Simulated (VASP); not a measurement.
Calculation: LDA (Ceperley-Alder, Perdew-Zunger), VASP's LDA PAW potentials (set 64) (plane waves; VASP 6.6.1).

The input files of a VASP run:

INCAR:
```
SYSTEM = As
PREC = Accurate
ENCUT = 520
EDIFF = 1E-7
NELM = 100
ALGO = Normal
LREAL = .FALSE.
LASPH = .TRUE.
ISMEAR = -5
LMAXMIX = 4
LWAVE = .FALSE.
LCHARG = .TRUE.
LORBIT = 11
NEDOS = 601
ISIF = 2
```

File POSCAR:
```
As
3.9768250
  0.8806246283  -0.4735970047  -0.0143546887
  0.8806246283   0.4735970047  -0.0143546887
  0.6387022125   0.0000000000   0.7694538971
As
2
Cart
  0.5537431832  -0.0000000000   0.1709127178
  1.8462082860   0.0000000000   0.5698318018
```

**KPOINTS**
```
kpoints
0
Gamma
 13 13 13
```

POTCAR, in this order: As (LDA.64 set). Program: vasp_std.

Output

File OUTCAR:
```
 ion  position               nearest neighbor table
   1  0.231  0.231  0.231-   2 2.52   2 2.52   2 2.52
   2  0.769  0.769  0.769-   1 2.52   1 2.52   1 2.52
  LATTYP: Found a trigonal (rhomboedric) cell.
 ALAT       =     3.9768248330
 COS(alpha) =     0.5514117012
 Subroutine PRICEL returns:
 Original cell was already a primitive cell.
 Subroutine GETGRP returns: Found 12 space group operations
The static configuration has the point symmetry D_3d.
The dynamic configuration has the point symmetry D_3d.
 Subroutine INISYM returns: Found 12 space group operations
 Subroutine IBZKPT returns following result:
 Found    231 irreducible k-points:

 Following reciprocal coordinates:
            Coordinates               Weight
  0.000000  0.000000  0.000000      1.000000
  0.076923 -0.000000 -0.000000      6.000000
  0.153846  0.000000 -0.000000      6.000000
  0.230769  0.000000 -0.000000      6.000000
  0.307692  0.000000 -0.000000      6.000000
  0.384615  0.000000 -0.000000      6.000000
  0.461538  0.000000  0.000000      6.000000
  0.076923  0.076923 -0.000000      6.000000
...
```

File OSZICAR:
```
       N       E                     dE             d eps       ncg     rms          rms(c)
DAV:   1     0.298913668711E+02    0.29891E+02   -0.44050E+03  4158   0.931E+02
DAV:   2    -0.951006690180E+01   -0.39401E+02   -0.38805E+02  6376   0.124E+02
DAV:   3    -0.108172981422E+02   -0.13072E+01   -0.13016E+01  4859   0.270E+01
DAV:   4    -0.108260147793E+02   -0.87166E-02   -0.87135E-02  5268   0.209E+00
DAV:   5    -0.108260375107E+02   -0.22731E-04   -0.22703E-04  4678   0.930E-02    0.363E+00
DAV:   6    -0.107984934937E+02    0.27544E-01   -0.80039E-03  4612   0.587E-01    0.215E+00
DAV:   7    -0.107839613647E+02    0.14532E-01   -0.15799E-02  4519   0.843E-01    0.703E-02
DAV:   8    -0.107839458203E+02    0.15544E-04   -0.30178E-04  4330   0.139E-01    0.212E-02
DAV:   9    -0.107839498777E+02   -0.40574E-05   -0.23289E-05  4871   0.347E-02    0.914E-03
DAV:  10    -0.107839486298E+02    0.12479E-05   -0.20386E-06  4786   0.923E-03    0.276E-03
DAV:  11    -0.107839486927E+02   -0.62946E-07   -0.18268E-07  3615   0.329E-03
   1 F= -.10783949E+02 E0= -.10783949E+02  d E =0.000000E+00
```

**OUTCAR**
```
------------------------ aborting loop because EDIFF is reached ----------------------------------------
  FORCE on cell =-STRESS in cart. coord.  units (eV):
  Direction    XX          YY          ZZ          XY          YZ          ZX
  --------------------------------------------------------------------------------------
  Total       -0.0212480      0.0130904      0.0098192     -0.0000000     -0.0000000     -0.0105986
  in kB       -0.8320910      0.5126319      0.3845272     -0.0000000     -0.0000000     -0.4150485
  external PRESSURE =       0.0216894 kB  Pullay stress =       0.0000000 kB
  volume of cell :       40.91
      direct lattice vectors                 reciprocal lattice vectors
     3.502090038 -1.883412408 -0.057086085     0.140865879 -0.265475579 -0.116928836
     3.502090038  1.883412408 -0.057086085     0.140865879  0.265475579 -0.116928836
     2.540006926  0.000000000  3.059983494     0.005255899  0.000000000  0.322436374
 POSITION                                       TOTAL-FORCE (eV/Angst)
 -----------------------------------------------------------------------------------
      2.20214      0.00000      0.67969         0.013486      0.000000      0.004162
      7.34205      0.00000      2.26612        -0.013486      0.000000     -0.004162
 -----------------------------------------------------------------------------------
    total drift:                               -0.000000     -0.000000     -0.000000
  FREE ENERGIE OF THE ION-ELECTRON SYSTEM (eV)
  ---------------------------------------------------
  free  energy   TOTEN  =       -10.7839486927 eV

  energy  without entropy=      -10.7839486927  energy(sigma->0) =      -10.78394869

 total charge

# of ion       s       p       d       tot
------------------------------------------
    1        1.307   1.366   0.053   2.726
    2        1.307   1.366   0.053   2.726
--------------------------------------------------
tot          2.614   2.733   0.106   5.453
```
(Selected blocks of OUTCAR.)

For a metal the tetrahedron method with Blöchl corrections gives inexact stress and forces.

The compound is As in the a7 structure. It was relaxed first.
